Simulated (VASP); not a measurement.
Crystal: GaSb.

```
Ga Sb
1.0
     0.00000    3.05740    3.05740
     3.05740    0.00000    3.05740
     3.05740    3.05740    0.00000
Ga Sb
1 1
Direct
  0.00000 0.00000 0.00000
  0.25000 0.25000 0.25000
```

Base run:

| Item | Value |
| --- | --- |
| Program | VASP 6.6.1 |
| Functional | PBE0 |
| Potentials or basis | VASP PAW PBE potentials, release 64 (Ga_d, Sb) |
| Cutoff | 520 eV |
| k mesh | 6 × 6 × 6 |
| Occupations | gaussian, width 0.03 eV |
| Spin | no spin polarisation |

Its results: band gap on the k mesh 1.44 eV, direct; pressure -0.1 GPa.

Question: The run is repeated on the same cell with these changes: functional from PBE0 to HSE06. What comes out?

Answer: Band gap on the k mesh 0.87 eV, direct; pressure 0.1 GPa.

Caveats: the PAW data sets were made with another functional, which shifts forces and pressure a little; spin-orbit coupling is left out, which moves the levels of the heavy elements.
